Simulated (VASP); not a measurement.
Computed with optB86b-vdW, VASP's PBE PAW potentials (set 64) (plane waves; VASP).

The input files of a VASP run:

**INCAR**
```
SYSTEM = InP
PREC = Accurate
ENCUT = 520
EDIFF = 1E-6
NELM = 100
ALGO = Normal
LREAL = .FALSE.
LASPH = .TRUE.
ISMEAR = 0
SIGMA = 0.05
GGA = MK
PARAM1 = 0.1234
PARAM2 = 1.0
LUSE_VDW = .TRUE.
AGGAC = 0.0
LMAXMIX = 4
LWAVE = .FALSE.
LCHARG = .FALSE.
IBRION = 2
ISIF = 3
NSW = 60
EDIFFG = -0.01
```

**KPOINTS**
```
Regular mesh
0
G
 7 7 7
```

File POSCAR:
```
InP
1
    0.0000000000     2.9350000000     2.9350000000
    2.9350000000     0.0000000000     2.9350000000
    2.9350000000     2.9350000000     0.0000000000
In P
1 1
Direct
  0.0000000000   0.0000000000   0.0000000000
  0.2500000000   0.2500000000   0.2500000000
```

POTCAR, in this order: In_d P (PBE.64 set). Program: vasp_std.

Energy and stress use the plane-wave basis of the starting cell. Unless said otherwise, spin-orbit coupling is left out, though it shifts the bands of the heavy elements here.

Problem. Estimate the energy per atom (σ→0), volume per atom, band gap (on the k-mesh).

Solution. 
The energy per atom (σ→0) is -1.995 eV/atom and the band gap (on the k-mesh) is 0.46 eV. The volume per atom is 25.94 Å³/atom.

OSZICAR:
```
...
DAV:   2    -0.399395627629E+01    0.23867E-01   -0.51713E-02   650   0.592E+00    0.380E-01
DAV:   3    -0.399009093038E+01    0.38653E-02   -0.12052E-02   670   0.254E+00    0.212E-01
DAV:   4    -0.399006870177E+01    0.22229E-04   -0.50980E-04   558   0.240E-01    0.148E-01
DAV:   5    -0.399001865768E+01    0.50044E-04   -0.61522E-05   740   0.881E-02    0.543E-02
DAV:   6    -0.399002276929E+01   -0.41116E-05   -0.20185E-05   800   0.567E-02    0.144E-02
DAV:   7    -0.399002039925E+01    0.23700E-05   -0.24124E-06   518   0.191E-02    0.309E-03
DAV:   8    -0.399002009967E+01    0.29958E-06   -0.18857E-07   275   0.558E-03
   3 F= -.39900201E+01 E0= -.39900201E+01  d E =-.683394E-02
```

The compound is InP in the zinc blende structure. This run relaxes it. Symmetry was kept, so distortions that lower it aren't found.
